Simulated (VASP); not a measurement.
Consider the following.

```xyz
2
Lattice="0.0000 2.3536 2.3536 2.3536 0.0000 2.3536 2.3536 2.3536 0.0000" Properties=species:S:1:pos:R:3 pbc="T T T"
Cd     0.0000     0.0000     0.0000
O      2.3536     2.3536     2.3536
```

Method: PBEsol GGA, VASP's PBE PAW potentials (set 64) (plane waves; VASP). Settings: 530 eV cut-off, 12×12×12 Γ-centred mesh, first-order Methfessel-Paxton smearing of 0.10 eV, potentials Cd O.

### Question
Estimate the energy per atom (σ→0), band gap (on the k-mesh) with the smallest direct gap where there is one.

### Answer

The band gap (on the k-mesh) is none (metal, semimetal or under 0.01 eV) and the energy per atom (σ→0) is -4.252 eV/atom.

Total energies compare only between runs with the same potentials, cut-off and functional.

The compound is CdO in the rock salt structure. It was relaxed first. The start is the result of an earlier pass.
